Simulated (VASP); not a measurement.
An input for Ansatz (written as the equivalent of a VASP run, and not itself run):

Ansatz 0.2 input:
```yaml
crystal:
  lattice:
    - [3.2921276, 0.0000000, 0.0000000]
    - [-1.6460638, 2.8510666, 0.0000000]
    - [0.0000000, 0.0000000, 5.4513953]
  atoms:
    - { symbol: B, position: [0.3333330, 0.6666670, 0.0005236] }
    - { symbol: B, position: [0.6666670, 0.3333330, 0.5005236] }
    - { symbol: As, position: [0.3333330, 0.6666670, 0.3744764] }
    - { symbol: As, position: [0.6666670, 0.3333330, 0.8744764] }
kpoints:
  mp_grid: { grid: [8, 8, 4] }
hamiltonian:
  xc: pbesol
  pseudopotentials: { kind: paw }
scf:
  occupations: { method: gaussian, width: 0.05 }
  max_iter: 100
relax:
  max_steps: 40
  f_tol: 0.02
  cell: { p_target: 20 }
output: { forces: true, stress: true, eigenvalues: true }
```

Write the VASP files for the same calculation (PBEsol).

This is not unique; one that fits is 
**POSCAR**
```
BAs
1
    3.2921275646     0.0000000000     0.0000000000
   -1.6460637822     2.8510665848     0.0000000000
    0.0000000000     0.0000000000     5.4513953193
B As
2 2
Direct
  0.3333330000   0.6666670000   0.0005235990
  0.6666670000   0.3333330000   0.5005235990
  0.3333330000   0.6666670000   0.3744764010
  0.6666670000   0.3333330000   0.8744764010
```

**KPOINTS**
```
Automatic mesh
0
Gamma
8 8 4
0 0 0
```

**INCAR**
```
SYSTEM=BAs
PREC=Accurate; ENCUT=620; LREAL=.FALSE.
LASPH=.TRUE.
EDIFF=1E-6; NELM=100; ALGO=Normal
LMAXMIX=4
ISMEAR=0; SIGMA=0.05
GGA=PS
IBRION=2; NSW=40; ISIF=3
EDIFFG=-0.02; PSTRESS=200
LWAVE=.FALSE.; LCHARG=.FALSE.
```

POTCAR, in this order: B As (PBE.64 set). Program: vasp_std.

What does not carry over: each code has its own PAW files, so the cut-off isn't converted (ENCUT is set for VASP's; basis.ecutwfc is left out, and Ansatz then takes the one that its files recommend); Ansatz stops its SCF on the density residual and VASP on the energy change (EDIFF).

The structure was generated: BAs was put into the wurtzite type (P6_3mc), which need not be its known phase. This run relaxes it under an external pressure of 20 GPa. Symmetry was kept, so distortions that lower it aren't found.
